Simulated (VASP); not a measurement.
Given:

```xyz
2
Lattice="0.0000 2.3150 2.3150 2.3150 0.0000 2.3150 2.3150 2.3150 0.0000" Properties=species:S:1:pos:R:3 pbc="T T T"
Na     0.0000     0.0000     0.0000
F      2.3150     2.3150     2.3150
```

Computed with G0W0 on PBE orbitals, VASP's PBE PAW potentials (set 64) (plane waves; VASP 6.6.1). Numerical set-up: PREC = Normal, 500 eV cut-off, 4×4×4 Γ-centred mesh, Gaussian smearing of 0.010 eV, potentials Na_sv_GW F_GW_new.

The mesh is coarse and the basis finite, so the quasiparticle values are not converged.

NBANDS = 64, ENCUTGW = 150 eV, NOMEGA = 64. The PBE levels (eV) that the step starts from are:

| state | KS energy | filling |
|---|---|---|
| k1 (0.00, 0.00, 0.00), band 5 | -20.72 | 2 |
| k1 (0.00, 0.00, 0.00), band 6 | -1.77 | 2 |
| k1 (0.00, 0.00, 0.00), band 7 | -1.77 | 2 |
| k1 (0.00, 0.00, 0.00), band 8 | -1.77 | 2 |
| k1 (0.00, 0.00, 0.00), band 9 | 4.55 | 0 |
| k1 (0.00, 0.00, 0.00), band 10 | 17.22 | 0 |
| k1 (0.00, 0.00, 0.00), band 11 | 17.22 | 0 |
| k1 (0.00, 0.00, 0.00), band 12 | 17.22 | 0 |
| k5 (0.50, 0.25, 0.00), band 5 | -20.18 | 2 |
| k5 (0.50, 0.25, 0.00), band 6 | -3.01 | 2 |
| k5 (0.50, 0.25, 0.00), band 7 | -2.35 | 2 |
| k5 (0.50, 0.25, 0.00), band 8 | -2.11 | 2 |
| k5 (0.50, 0.25, 0.00), band 9 | 9.72 | 0 |
| k5 (0.50, 0.25, 0.00), band 10 | 11.44 | 0 |
| k5 (0.50, 0.25, 0.00), band 11 | 14.92 | 0 |
| k5 (0.50, 0.25, 0.00), band 12 | 18.08 | 0 |

### Question
Give the quasiparticle energies and renormalisation factors Z.

### Answer

| state | QP energy (eV) | Z |
|---|---|---|
| k1 (0.00, 0.00, 0.00), band 5 | -27.10 | 0.85 |
| k1 (0.00, 0.00, 0.00), band 6 | -4.40 | 0.80 |
| k1 (0.00, 0.00, 0.00), band 7 | -4.40 | 0.80 |
| k1 (0.00, 0.00, 0.00), band 8 | -4.40 | 0.80 |
| k1 (0.00, 0.00, 0.00), band 9 | 6.14 | 0.89 |
| k1 (0.00, 0.00, 0.00), band 10 | 18.87 | 0.88 |
| k1 (0.00, 0.00, 0.00), band 11 | 18.87 | 0.88 |
| k1 (0.00, 0.00, 0.00), band 12 | 18.87 | 0.88 |
| k5 (0.50, 0.25, 0.00), band 5 | -25.25 | 0.79 |
| k5 (0.50, 0.25, 0.00), band 6 | -5.92 | 0.80 |
| k5 (0.50, 0.25, 0.00), band 7 | -5.11 | 0.79 |
| k5 (0.50, 0.25, 0.00), band 8 | -4.82 | 0.79 |
| k5 (0.50, 0.25, 0.00), band 9 | 11.66 | 0.87 |
| k5 (0.50, 0.25, 0.00), band 10 | 13.22 | 0.87 |
| k5 (0.50, 0.25, 0.00), band 11 | 17.05 | 0.87 |
| k5 (0.50, 0.25, 0.00), band 12 | 20.33 | 0.86 |
On the mesh the gap opens from 6.33 to 10.55 eV.

The compound is NaF in the rock salt structure. The cell was not relaxed at this level. The k-mesh is coarse (spacing up to 0.59 per Å, 2π included), so the numbers may not be converged in it.
